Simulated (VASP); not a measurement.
```xyz
5
Lattice="3.9900 0.0000 0.0000 0.0000 3.9900 0.0000 0.0000 0.0000 3.9900" Properties=species:S:1:pos:R:3 pbc="T T T"
K      0.0000     0.0000     0.0000
Ta     1.9950     1.9950     1.9950
O      1.9950     0.0000     1.9950
O      0.0000     1.9950     1.9950
O      1.9950     1.9950     0.0000
```

The numbers are results of PBEsol GGA, VASP's PBE PAW potentials (set 64) (plane waves; VASP), not measurements. Run with 520 eV cut-off, 6×6×6 Γ-centred mesh, tetrahedra with Blöchl corrections, potentials K_sv Ta_pv O.

The cores are frozen, which limits the accuracy of field gradients.

Question: Give the principal components of the electric field gradient (V/Å²) and the asymmetry η at each nucleus.

Answer: 
| atom | Vxx | Vyy | Vzz | η |
|---|---|---|---|---|
| K1 | 0.0 | 0.0 | 0.0 | - |
| Ta2 | 0.0 | 0.0 | 0.0 | - |
| O3 | -9.1 | -9.1 | 18.2 | 0.00 |
| O4 | -9.1 | -9.1 | 18.2 | 0.00 |
| O5 | -9.1 | -9.1 | 18.2 | 0.00 |

The compound is KTaO3 in the cubic perovskite structure. The cell was not relaxed at this level.
